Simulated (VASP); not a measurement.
Given:

```
GdN
1.0
    0.00000     2.47701     2.47701
    2.47701     0.00000     2.47701
    2.47701     2.47701     0.00000
Gd N
1 1
Direct
  0.00000   0.00000   0.00000
  0.50000   0.50000   0.50000
```

All values below come from rev-vdW-DF2, VASP's PBE PAW potentials (set 64) (plane waves; VASP 6.6.1). Numerical set-up: 520 eV cut-off, Gaussian smearing of 0.050 eV, potentials Gd_3 N.

The 4f electrons are frozen in the core of the lanthanide potential, so 4f levels, which can set the real gap, and their magnetism are missing.

Problem. Give the energies of bands 5 to 10 at the high-symmetry points, in eV from the Fermi level.

Solution. 
| band | Γ | X | U | L | W |
|---|---|---|---|---|---|
| 5 | 0.02 | -1.02 | -2.10 | -4.09 | -2.19 |
| 6 | 0.02 | -0.21 | -1.25 | -2.33 | -1.25 |
| 7 | 0.02 | -0.21 | -1.21 | -2.33 | -1.25 |
| 8 | 3.01 | -0.04 | 2.30 | 5.61 | 3.89 |
| 9 | 3.01 | 7.23 | 6.28 | 6.51 | 3.89 |
| 10 | 3.01 | 7.28 | 7.33 | 6.51 | 7.48 |

It has no gap at this level: it comes out as a metal or semimetal.

The compound is GdN in the rock salt structure. It was relaxed first.
